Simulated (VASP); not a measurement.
**MgSi: equation of state with PBEsol**

The system is MgSi.

```
Si Mg
1.0
     2.90839    0.00000    0.00000
     0.00000    2.90839    0.00000
     0.00000    0.00000    4.10343
Si Mg
1 1
Direct
  0.50000 0.50000 0.50000
  0.00000 0.00000 0.00000
```

The cell comes from a database or a generator and needn't be the stable form of this composition.

```yaml
Program: VASP 6.6.1
Task: equation of state
Functional: PBEsol
Potentials_or_basis: VASP PAW PBE potentials, release 64 (Si, Mg)
Cutoff: 520 eV
k_mesh: 9 × 9 × 7
Occupations: fermi-dirac, width 0.05 eV
Spin: no spin polarisation
Ladder: free
Further_INCAR_settings: ALGO = Normal; EDIFF = 1e-07; NBANDS = 10
```

```yaml
Equilibrium_volume: 16.94 Å³/atom
Bulk_modulus_at_fixed_shape_and_positions: 67 GPa
Pressure_derivative_of_the_bulk_modulus: 4.1
```

Energy against volume, from the lowest point:
| volume (Å³/atom) | energy (meV/atom) |
| --- | --- |
| 16.314 | 5.07 |
| 16.661 | 0.93 |
| 17.008 | 0.00 |
| 17.355 | 1.97 |
| 17.702 | 6.57 |
| 18.049 | 13.51 |
| 18.396 | 22.56 |

All runs of the series together: 71 s on 1 thread of Intel(R) Xeon(R) Platinum 8259CL CPU @ 2.50GHz (Skylake/Cascade Lake) (shared host).

Caveat: the cell was scaled at fixed shape and fractional positions, which overstates the stiffness of a crystal with free parameters, most of all of layers and chains; the PAW data sets were made with another functional, which shifts forces and pressure a little.
